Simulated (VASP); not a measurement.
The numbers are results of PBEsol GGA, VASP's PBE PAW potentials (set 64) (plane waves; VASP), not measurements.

A VASP calculation is set up with these files.

**POSCAR**
```
V
1
   -1.4762335540     1.4762335540     1.4762335540
    1.4762335540    -1.4762335540     1.4762335540
    1.4762335540     1.4762335540    -1.4762335540
V
1
Direct
  1.0000000000   0.0000000000   0.0000000000
```

INCAR:
```
ALGO = Normal
EDIFF = 1E-6
EDIFFG = -0.01
ENCUT = 400
GGA = PS
IBRION = 2
ISIF = 3
ISMEAR = 1
LASPH = .TRUE.
LCHARG = .FALSE.
LMAXMIX = 4
LREAL = .FALSE.
LWAVE = .FALSE.
NELM = 100
NSW = 60
PREC = Accurate
SIGMA = 0.1
SYSTEM = V
```

KPOINTS:
```
kpoints
0
gamma
  16 16 16
0 0 0
```

POTCAR, in this order: V_sv (PBE.64 set). Program: vasp_std.

The run wrote:

### OSZICAR
```
       N       E                     dE             d eps       ncg     rms          rms(c)
DAV:   1     0.681105339268E+02    0.68111E+02   -0.63863E+03  2900   0.119E+03
DAV:   2    -0.996738876568E+01   -0.78078E+02   -0.76312E+02  2990   0.327E+02
DAV:   3    -0.111155939963E+02   -0.11482E+01   -0.11275E+01  3058   0.464E+01
DAV:   4    -0.111220124596E+02   -0.64185E-02   -0.64171E-02  2942   0.365E+00
DAV:   5    -0.111220746800E+02   -0.62220E-04   -0.62220E-04  3024   0.357E-01    0.206E+01
DAV:   6    -0.966504018658E+01    0.14570E+01   -0.56312E+00  2914   0.359E+01    0.225E+00
DAV:   7    -0.964065439015E+01    0.24386E-01   -0.24222E-02  2920   0.188E+00    0.109E+00
DAV:   8    -0.963093892310E+01    0.97155E-02   -0.75150E-03  2922   0.156E+00    0.112E-01
DAV:   9    -0.963096125622E+01   -0.22333E-04   -0.12784E-04  2920   0.177E-01    0.354E-02
DAV:  10    -0.963096777025E+01   -0.65140E-05   -0.10058E-05  2912   0.420E-02    0.211E-03
DAV:  11    -0.963096782282E+01   -0.52562E-07   -0.45530E-08  1454   0.372E-03
   1 F= -.96309678E+01 E0= -.96307442E+01  d E =-.963097E+01
       N       E                     dE             d eps       ncg     rms          rms(c)
DAV:   1    -0.963163326955E+01   -0.66550E-03   -0.13832E-02  2900   0.209E+00    0.294E-01
DAV:   2    -0.963097654201E+01    0.65673E-03   -0.29837E-03  2906   0.805E-01    0.603E-02
DAV:   3    -0.963096926104E+01    0.72810E-05   -0.11151E-05  2900   0.497E-02    0.315E-02
DAV:   4    -0.963096603991E+01    0.32211E-05   -0.65450E-06  2902   0.313E-02    0.219E-03
DAV:   5    -0.963096592765E+01    0.11226E-06   -0.63576E-08  1450   0.383E-03
   2 F= -.96309659E+01 E0= -.96307507E+01  d E =0.189517E-05
       N       E                     dE             d eps       ncg     rms          rms(c)
DAV:   1    -0.963118327931E+01   -0.21724E-03   -0.43600E-03  2900   0.117E+00    0.165E-01
DAV:   2    -0.963097618142E+01    0.20710E-03   -0.94382E-04  2906   0.452E-01    0.336E-02
DAV:   3    -0.963097367902E+01    0.25024E-05   -0.35204E-06  2894   0.279E-02    0.176E-02
DAV:   4    -0.963097257282E+01    0.11062E-05   -0.20536E-06  2528   0.176E-02    0.125E-03
DAV:   5    -0.963097264946E+01   -0.76648E-07   -0.28588E-08  1450   0.264E-03
   3 F= -.96309726E+01 E0= -.96307525E+01  d E =-.482665E-05
```

**OUTCAR**
```
------------------------ aborting loop because EDIFF is reached ----------------------------------------
  FORCE on cell =-STRESS in cart. coord.  units (eV):
  Direction    XX          YY          ZZ          XY          YZ          ZX
  --------------------------------------------------------------------------------------
  Total       -0.0007602     -0.0007602     -0.0007602     -0.0000000     -0.0000000      0.0000000
  in kB       -0.0947252     -0.0947252     -0.0947252     -0.0000000     -0.0000000      0.0000000
  external PRESSURE =      -0.0947252 kB  Pullay stress =       0.0000000 kB
  volume of cell :       12.86
      direct lattice vectors                 reciprocal lattice vectors
    -1.475864878  1.475864878  1.475864878     0.000000000  0.338784402  0.338784402
     1.475864878 -1.475864878  1.475864878     0.338784402  0.000000000  0.338784402
     1.475864878  1.475864878 -1.475864878     0.338784402  0.338784402  0.000000000
 POSITION                                       TOTAL-FORCE (eV/Angst)
 -----------------------------------------------------------------------------------
     -0.00000      0.00000      0.00000         0.000000     -0.000000      0.000000
 -----------------------------------------------------------------------------------
    total drift:                                0.000000     -0.000000      0.000000
  FREE ENERGIE OF THE ION-ELECTRON SYSTEM (eV)
  ---------------------------------------------------
  free  energy   TOTEN  =        -9.6309726495 eV

  energy  without entropy=       -9.6303122528  energy(sigma->0) =       -9.63075252

 reached required accuracy - stopping structural energy minimisation
```
(Selected blocks of OUTCAR.)

**CONTCAR**
```
V
   1.00000000000000
    -1.4758648783976807    1.4758648783976807    1.4758648783976807
     1.4758648783976807   -1.4758648783976807    1.4758648783976807
     1.4758648783976807    1.4758648783976807   -1.4758648783976807
  V
     1
Direct
     0.0000000000000000    0.0000000000000000    0.0000000000000000
```

The compound is V in the bcc structure. This run relaxes it. Symmetry was kept, so distortions that lower it aren't found. The start is the result of an earlier pass. The run is not spin-polarised, so no magnetic state was tried.
